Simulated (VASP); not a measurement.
Write the native input for VASP 6.6.1 that does the following.

```
Task                   : single point
Functional             : r2SCAN
Potentials or basis    : VASP PAW PBE potentials, release 64 (Ga_d, As)
Cutoff                 : 520 eV
k mesh                 : 8 × 8 × 8
Occupations            : gaussian, width 0.02 eV
Spin                   : non-collinear spin, zero start, spin-orbit coupling
Starting moments       : [[0.0, 0.0, 0.0], [0.0, 0.0, 0.0]] μB
Further INCAR settings : ALGO = Normal; EDIFF = 1e-06
```

The structure of GaAs lies in POSCAR:

```
GaAs
1.0
    0.0251244442      2.8767488887      2.8767488887
    2.8767488887      0.0251244442      2.8767488887
    2.8767488887      2.8767488887      0.0251244442
Ga As
1 1
Direct
    0.0004461000      0.0004461000      0.0004461000
    0.2495540000      0.2495540000      0.2495540000
```

The cell was built by a generator and isn't the measured one.

One way to write it, as run:

INCAR

```
PREC = Accurate
ENCUT = 520
EDIFF = 1E-6
ISMEAR = 0
SIGMA = 0.02
LREAL = F
LASPH = T
NELM = 100
ALGO = Normal
ISIF = 2
LWAVE = F
LCHARG = F
MAGMOM = 0 0 0 0 0 0
LORBIT = 11
LSORBIT = T
GGA_COMPAT = F
METAGGA = R2SCAN
LMIXTAU = T
```

KPOINTS

```
Automatic mesh
0
Gamma
  8 8 8
```

Potentials or basis: VASP PAW PBE potentials, release 64 (Ga_d, As).

The run is started by

```bash
$ cat potpaw_PBE.64/Ga_d/POTCAR potpaw_PBE.64/As/POTCAR > POTCAR
$ mpirun -np 1 vasp_ncl > vasp.out
```

It gave:

```yaml
Pressure: -2.1 GPa
Largest_force: 0.007 eV/Å
Net_moment: 0.00 μB per cell
Valence_electrons_inside_the_program's_atomic_spheres: Ga 11.60; As 2.85
```

Caveat: the PAW data sets were made with another functional, which shifts forces and pressure a little.

Wall time 18 min on 1 thread of Intel(R) Xeon(R) 6975P-C (Granite Rapids), with other jobs on the host, peak memory 0.48 GiB.
